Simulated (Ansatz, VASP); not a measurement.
**Cross-check of SiH2Cl2 (dichlorosilane) between VASP and Ansatz**

Aim: how closely do two programs agree when they are given the same cell, functional and k mesh? The cell is taken from a series of runs on this material, whose earlier steps may have relaxed, scaled, displaced or heated it; both programs get it as it stands.

Main program and level: Ansatz 0.2.0; plane waves, with VASP 6.6.1 beside it; single point at PBE.

### 1. Set-up

The cell holds 5 atoms: 1 Si, 2 Cl and 2 H. Cell: a = 13.000 Å, b = 13.300 Å, c = 13.600 Å, α = 90.0°, β = 90.0°, γ = 90.0°. As first built, before any earlier steps moved the atoms (in the runner's words): one molecule of dichlorosilane in a box of 13 x 13.3 x 13.6 A, bonds from typed starting values. Vacuum lies along a, b and c.

### 2. Ansatz: single point, PBE

Ansatz runs on its default PAW (the set named soft_2) files.

With cell and atoms fixed, the geometry can't cause a difference; cores, projectors, grids and the points listed under the comparison can.

input.yaml reads:

```yaml
crystal:
  lattice:
    - [13.0, 0.0, 0.0]
    - [0.0, 13.3, 0.0]
    - [0.0, 0.0, 13.6]
  atoms:
    - { symbol: Si, position: [0.45257, 0.50027, 0.54961] }
    - { symbol: Cl, position: [0.45099, 0.49934, 0.39854] }
    - { symbol: Cl, position: [0.60139, 0.49963, 0.60036] }
    - { symbol: H, position: [0.40192, 0.59384, 0.58397] }
    - { symbol: H, position: [0.40065, 0.40779, 0.58506] }
kpoints:
  mp_grid: { grid: [1, 1, 1] }
hamiltonian:
  xc: pbe
scf:
  occupations: { method: fermi_dirac, width: 0.01 }
output:
  forces: true
```

Launch:

```console
$ ansatz run input.yaml --threads 4 --pin off --max-ram 15872MiB --backend cpu --events-out ev --progress --plain --runs-dir out
```

Numbers of over 12 decimals in the logs are rounded to 6 here.

Output:

```text
Engine: ansatz 0.2.0, aarch64-unknown-linux-gnu
Pseudopotentials: kind: paw
Pseudopotential: Si, paw, valence charge 4, recommended cutoff 420 eV (normal), Si.paw.azcp
Pseudopotential: Cl, paw, valence charge 7, recommended cutoff 420 eV (normal), Cl.paw.azcp
Pseudopotential: H, paw, valence charge 1, recommended cutoff 420 eV (normal), H.paw.azcp
Functional definition: PBE
  parameter kappa = 0.804
  parameter beta = 0.066725
  exchange = pbe_x(kappa = kappa, mu = beta*pi^2/3)
  correlation = pbe_c(beta = beta)
Crystal: 5 atoms, lattice volume = 2351.440 Å³
Basis set: ecut = 420 eV, 45987 PW (Γ), exchange–correlation on 180×180×192 points (8 copies of the dense FFT grid, shifted against one another)
Bands: 15, of which v1, the nominal top of the filled ones, is band 10 counted from 1 (9 counted from 0)
Symmetry: 1 space group operations
Space group: P1 (ITA 1), of the structure as read, at distance tolerance 1.3e-4 Å
k-points: 1
Non-local potential: Si, projectors of the file, l = 0: 2, l = 1: 2, l = 2: 2
Non-local potential: Cl, projectors of the file, l = 0: 2, l = 1: 2, l = 2: 2
Non-local potential: H, projectors of the file, l = 0: 2, l = 1: 1
PAW form: soft (Blöchl's): semilocal exchange-correlation on the pseudo side does not see the compensation charge
PAW one-centre angular grid: Si, 110 points (default); XC on 64 Gauss nodes
PAW one-centre angular grid: Cl, 110 points (default); XC on 64 Gauss nodes
PAW one-centre angular grid: H, 110 points (default); XC on 64 Gauss nodes
Initial density: superposition of atomic densities (neutral atoms: chi_scale 0, normalization atom), corrected by the library's trained network
Initial wavefunctions: pseudopotential atomic-orbital guess
Functional: x = pbe(κ = 0.804, μ = 0.219515), c = pbe(β = 0.066725)
SCF iter   1: F=—  HF=-2829.671197 eV  |F-HF|=—  |Δ(HF+E_count)|=         —  Δρ=5.22e-4  dr2=2.37e-2  ethr=1.77e-3  ⟨swp⟩=13.0  Hψ=145  notcnv=0
preconditioner: auto → Resta (q_TF=auto, 1.233 Å⁻¹)  ε∞=1.1  [insulator: Δε(μ)=6.503 eV  Ē_g=8.984 eV  σ=0.010 eV  W_gap=1.00  n_scr=80 (ndim 8)  ℏωp=3.1 eV  f_vac=0.906  D(μ)=0.00/eV (n_scr^D=0)  ε∞_Penn≈1.1  vacuum switching on, ρ_ref=5.9e-3 e/Å³]
SCF iter   2: F=—  HF=-2829.666146 eV  |F-HF|=—  |Δ(HF+E_count)|=   5.05e-3  Δρ=3.17e-4  dr2=3.59e-3  ethr=1.18e-4  ⟨swp⟩=4.0  Hψ=39  notcnv=0  defer=1
SCF iter   3: F=—  HF=-2829.665733 eV  |F-HF|=—  |Δ(HF+E_count)|=   4.13e-4  Δρ=9.73e-5  dr2=2.82e-4  ethr=1.79e-5  ⟨swp⟩=3.0  Hψ=30  notcnv=0
automatic band count: iteration 3 solves 14 bands in place of 15: the levels show a gap, and the empty bands left out lie too high to hold charge; the band table lists the bands solved (type scf.n_extra_bands for more)
SCF iter   4: F=—  HF=-2829.666388 eV  |F-HF|=—  |Δ(HF+E_count)|=   6.54e-4  Δρ=2.24e-5  dr2=1.13e-5  ethr=1.41e-6  ⟨swp⟩=4.0  Hψ=29  notcnv=0
SCF iter   5: F=—  HF=-2829.666509 eV  |F-HF|=—  |Δ(HF+E_count)|=   1.21e-4  Δρ=5.55e-6  dr2=8.39e-7  ethr=5.63e-8  ⟨swp⟩=4.0  Hψ=30  notcnv=0
SCF iter   6: F=-2829.666514 eV  HF=-2829.666514 eV  |F-HF|=1.05e-7  |Δ(HF+E_count)|=   4.92e-6  Δρ=1.43e-6  dr2=2.88e-8  ethr=5.00e-10  ⟨swp⟩=6.0  Hψ=57  notcnv=0
SCF 1 converged in 6 iterations: F = -2829.666514 eV  dr2 = 2.88e-8
  greatest PAW one-centre occupation: 0.909 electrons in one spin orbital (limit 2), on the Cl atom at site 2 (counted from 0), in its partial waves of l = 0
SCF converged after 6 iterations
Free energy (F): -2829.666514 eV
Harris-Foulkes:  -2829.666514 eV  (|F-HF|=1.05e-7)
Internal energy: -2829.666514 eV  (E = F + TS)
E sigma→0 (E₀):  -2829.666514 eV
Fermi energy:    -4.229855 eV
--- Per-component energies (eV) ---
  E_band       = -232.085796
  E_kinetic    = 389.612092
  E_local      = -2422.622494  (includes V_loc(G=0)·N_el)
  E_nonlocal   = 85.250045
  E_hartree    = 1012.694314
  E_xc         = -286.230056
  E_vxc        = -312.226231  (∫ρ·V_xc dr)
  E_paw        = -1832.374964  (= ΣΔE_a)
  E_vpaw       = 2.515097  (= ΣTr[D̂ρ^β])
  E_aug_tail   = -0.002322  (compensation charges beyond the density's cutoff)
  E_ewald      = 224.006872
  E_smearing   = -0.000000  (= −TS)
  E_closure    = -0.000000  (closes the sum)
  Σ components = -2829.666514   (vs F -2829.666514, Δ=0.00e0)
--- Forces (eV/Å), atoms counted from 1 ---
  atom   1  Si    -0.00196407    -0.00104520    -0.01057535
  atom   2  Cl    -0.00477836     0.00016287    -0.00882571
  atom   3  Cl     0.01639650    -0.00027203     0.01133455
  atom   4  H     -0.00524252     0.00439110     0.00397229
  atom   5  H     -0.00435819    -0.00323624     0.00405600
  max |Σ_I F_I| component: 5.34e-5 eV/Å
```

The column dr2 measures how far the density is from self-consistency, as an energy; F and HF (Harris–Foulkes) agree once it is small.

### 3. VASP: single point, PBE

The same cell, functional, mesh and smearing now go to VASP, with its own data sets.

Lines of VASP's logs that name or quote its potential files are left out, and so is its time.

INCAR reads:

```
SYSTEM = SiH2Cl2
PREC = Accurate
ENCUT = 400
EDIFF = 1E-06
NELM = 120
ISMEAR = -1
SIGMA = 0.01
LREAL = .FALSE.
ALGO = Normal
GGA = PE
NBANDS = 16
LORBIT = 11
LWAVE = .FALSE.
LCHARG = .FALSE.
ISIF = 2
LASPH = .TRUE.
GGA_COMPAT = .FALSE.
EFERMI = MIDGAP
```

POSCAR reads:

```
SiH2Cl2
1.0
   13.0000000000      0.0000000000      0.0000000000
    0.0000000000     13.3000000000      0.0000000000
    0.0000000000      0.0000000000     13.6000000000
Si Cl H
1 2 2
Direct
    0.4525700000      0.5002700000      0.5496100000
    0.4509900000      0.4993400000      0.3985400000
    0.6013900000      0.4996300000      0.6003600000
    0.4019200000      0.5938400000      0.5839700000
    0.4006500000      0.4077900000      0.5850600000
```

KPOINTS reads:

```
Automatic mesh
0
Gamma
1 1 1
0 0 0
```

The projector-augmented-wave data sets are Si, Cl and H (PBE family, release 64).

Launch:

```console
$ mpirun -np 8 vasp_gam
```

Output:

```text
[banner, memory and clock lines left out]
running    8 mpi-ranks, on    1 nodes
 distrk:  each k-point on    8 cores,    1 groups
 distr:  one band on    1 cores,    8 groups

 POSCAR found type information on POSCAR SiClH
 POSCAR found :  3 types and       5 ions
|                                                                             |
|           W    W    AA    RRRRR   N    N  II  N    N   GGGG   !!!           |
|           W    W   A  A   R    R  NN   N  II  NN   N  G    G  !!!           |
|           W    W  A    A  R    R  N N  N  II  N N  N  G       !!!           |
|           W WW W  AAAAAA  RRRRR   N  N N  II  N  N N  G  GGG   !            |
|           WW  WW  A    A  R   R   N   NN  II  N   NN  G    G                |
|           W    W  A    A  R    R  N    N  II  N    N   GGGG   !!!           |
|                                                                             |
|     For optimal performance we recommend to set                             |
|       NCORE = 2 up to number-of-cores-per-socket                            |
|     NCORE specifies how many cores store one orbital (NPAR=cpu/NCORE).      |
|     This setting can greatly improve the performance of VASP for DFT.       |
|     The default, NCORE=1 might be grossly inefficient on modern             |
|     multi-core architectures or massively parallel machines. Do your        |
|     Unfortunately you need to use the default for GW and RPA                |
|     calculations (for HF NCORE is supported but not extensively tested      |
|     yet).                                                                   |
|                                                                             |

 LDA part: xc-table for (Slater+PW92), standard interpolation
 POSCAR, INCAR and KPOINTS ok, starting setup
 FFT: planning ... GRIDC
 FFT: planning ... GRID_SOFT
 FFT: planning ... GRID
 WAVECAR not read
 entering main loop
       N       E                     dE             d eps       ncg     rms          rms(c)
DAV:   1     0.214636852024E+03    0.21464E+03   -0.34224E+03    32   0.558E+02
DAV:   2     0.608793657305E+02   -0.15376E+03   -0.14749E+03    56   0.908E+01
DAV:   3    -0.151651410931E+02   -0.76045E+02   -0.75853E+02    48   0.972E+01
DAV:   4    -0.198315328444E+02   -0.46664E+01   -0.46581E+01    48   0.315E+01
DAV:   5    -0.198644636278E+02   -0.32931E-01   -0.32923E-01    40   0.341E+00    0.104E+01
DAV:   6    -0.192286781000E+02    0.63579E+00   -0.52969E-01    40   0.408E+00    0.625E+00
DAV:   7    -0.189824498221E+02    0.24623E+00   -0.83866E-01    40   0.518E+00    0.125E+00
DAV:   8    -0.189820146374E+02    0.43518E-03   -0.96106E-02    48   0.185E+00    0.650E-01
DAV:   9    -0.189812639049E+02    0.75073E-03   -0.37550E-03    48   0.360E-01    0.335E-01
DAV:  10    -0.189814258354E+02   -0.16193E-03   -0.23134E-03    48   0.315E-01    0.140E-01
DAV:  11    -0.189816727784E+02   -0.24694E-03   -0.98406E-04    48   0.163E-01    0.959E-02
DAV:  12    -0.189826701507E+02   -0.99737E-03   -0.10598E-04    40   0.681E-02    0.490E-02
DAV:  13    -0.189845524517E+02   -0.18823E-02   -0.34109E-04    40   0.824E-02    0.264E-02
DAV:  14    -0.189854560966E+02   -0.90364E-03   -0.14155E-04    48   0.520E-02    0.151E-02
DAV:  15    -0.189863865912E+02   -0.93049E-03   -0.86496E-05    48   0.409E-02    0.790E-03
DAV:  16    -0.189868076161E+02   -0.42102E-03   -0.28743E-05    56   0.209E-02    0.617E-03
DAV:  17    -0.189871040500E+02   -0.29643E-03   -0.19991E-05    48   0.183E-02    0.429E-03
DAV:  18    -0.189872370555E+02   -0.13301E-03   -0.89824E-06    48   0.112E-02    0.365E-03
DAV:  19    -0.189872790038E+02   -0.41948E-04   -0.12728E-06    40   0.661E-03    0.267E-03
DAV:  20    -0.189873016021E+02   -0.22598E-04   -0.79934E-07    40   0.413E-03    0.180E-03
DAV:  21    -0.189873097304E+02   -0.81283E-05   -0.34256E-07    40   0.323E-03    0.872E-04
DAV:  22    -0.189873119658E+02   -0.22354E-05   -0.68628E-08    40   0.137E-03    0.819E-04
DAV:  23    -0.189873133852E+02   -0.14194E-05   -0.32176E-08    40   0.110E-03    0.214E-04
DAV:  24    -0.189873138249E+02   -0.43965E-06   -0.32282E-09    40   0.446E-04
   1 F= -.18987314E+02 E0= -.18987314E+02  d E =0.000000E+00
```

OUTCAR, selected parts (step 3):

```text
ion  position               nearest neighbor table
   1  0.453  0.500  0.550-   4 1.48   5 1.48   3 2.05   2 2.05
   2  0.451  0.499  0.399-   1 2.05
   3  0.601  0.500  0.600-   1 2.05
   4  0.402  0.594  0.584-   1 1.48
   5  0.401  0.408  0.585-   1 1.48

  LATTYP: Found a simple orthorhombic cell.
 ALAT       =    13.0000000000
 B/A-ratio  =     1.0230769231
 C/A-ratio  =     1.0461538462

 Subroutine GETGRP returns: Found  1 space group operations
 (whereof  1 operations were pure point group operations)

The static configuration has the point symmetry C_1 .

 Found      1 irreducible k-points:

   k-points           NKPTS =      1   k-points in BZ     NKDIM =      1   number of bands    NBANDS=     16

   dimension x,y,z NGX =    90 NGY =   90 NGZ =   90
   dimension x,y,z NGXF=   180 NGYF=  180 NGZF=  180

   ENCUT  =  400.0 eV  29.40 Ry    5.42 a.u.  21.20 21.69 22.18*2*pi/ulx,y,z

   NELECT =      20.0000    total number of electrons

 k-points in reciprocal lattice and weights: Automatic mesh
   0.00000000  0.00000000  0.00000000       1.000

 average (electrostatic) potential at core
       1 -94.9263       2-100.8869       3-100.8908       4 -41.3839       5 -41.3838

 E-fermi :  -4.7372

 k-point     1 :       0.0000    0.0000    0.0000
  band No.  band energies     occupation
    ...
      6      -9.7675      2.00000
      7      -8.1767      2.00000
      8      -8.0477      2.00000
      9      -7.8066      2.00000
     10      -7.5054      2.00000
     11      -0.9833      0.00000
     12      -0.7809      0.00000
     13      -0.4387      0.00000
     14       0.1683      0.00000
     15       0.3523      0.00000
    ...

  Total       -0.2023897     -0.1411883     -0.2357064     -0.0008699     -0.0004960     -0.0205510
  in kB       -0.1379003     -0.0962001     -0.1606009     -0.0005927     -0.0003379     -0.0140027
  external PRESSURE =      -0.1315671 kB  Pullay stress =       0.0000000 kB

  energy-cutoff  :      400.00
  volume of cell :     2351.44
      direct lattice vectors                 reciprocal lattice vectors
    13.000000000  0.000000000  0.000000000     0.076923077  0.000000000  0.000000000
     0.000000000 13.300000000  0.000000000     0.000000000  0.075187970  0.000000000
     0.000000000  0.000000000 13.600000000     0.000000000  0.000000000  0.073529412

 POSITION                                       TOTAL-FORCE (eV/Angst)
 -----------------------------------------------------------------------------------
      5.88341      6.65359      7.47470         0.036674     -0.001536     -0.038072
      5.86287      6.64122      5.42014        -0.002567      0.000619      0.039410
      7.81807      6.64508      8.16490        -0.028680      0.000065     -0.006560
      5.22496      7.89807      7.94199        -0.003188     -0.001048      0.002615
      5.20845      5.42361      7.95682        -0.002239      0.001901      0.002607
 -----------------------------------------------------------------------------------
    total drift:                               -0.000000      0.000368      0.000101

  FREE ENERGIE OF THE ION-ELECTRON SYSTEM (eV)
  ---------------------------------------------------
  free  energy   TOTEN  =       -18.9873138249 eV

  energy  without entropy=      -18.9873138249  energy(sigma->0) =      -18.98731382

 total charge
# of ion       s       p       d       tot
------------------------------------------
    1        0.715   0.915   0.000   1.630
    2        1.602   3.544   0.000   5.146
    3        1.602   3.544   0.000   5.146
    4        0.579   0.014   0.000   0.592
    5        0.579   0.014   0.000   0.592
--------------------------------------------------
tot          5.077   8.030   0.000  13.107
```

### 4. Comparison

Known differences besides the potentials themselves: the cutoff is 420 eV in Ansatz and 400 eV in VASP. Total energies have different zeros and are not compared.

The two programs side by side:

```csv
quantity,Ansatz,VASP,difference
gap on the k mesh (eV),6.496,6.522,-0.026
```

At this near-relaxed geometry the largest component of a force difference is 48 meV/Å.

### 5. Outcome

```json
{
 "r.m.s. force difference (single point, PBE)": "22 meV/Å"
}
```

In words: The r.m.s. force difference is 22 meV/Å (single point, PBE), beyond the 12 meV/Å picked in this series as the mark of a large difference. What causes the difference of the single point, PBE pair stays open here. 1 further run of this series is not shown here. How closely two codes agree says nothing of how well the functional describes the real material.

[Lines on the potential files, build, host, timing and source positions are cut from VASP's logs without a mark.]

[Logs are printed without paths, hosts, clocks, repeated set-up lines and the standing remarks that a program may print on its own settings, such as how far it seeks lower states.]

[Hosts, paths, dates, database ids (printed as entryN), source tags and the programs' standing remarks are cut or masked in the printed files.]
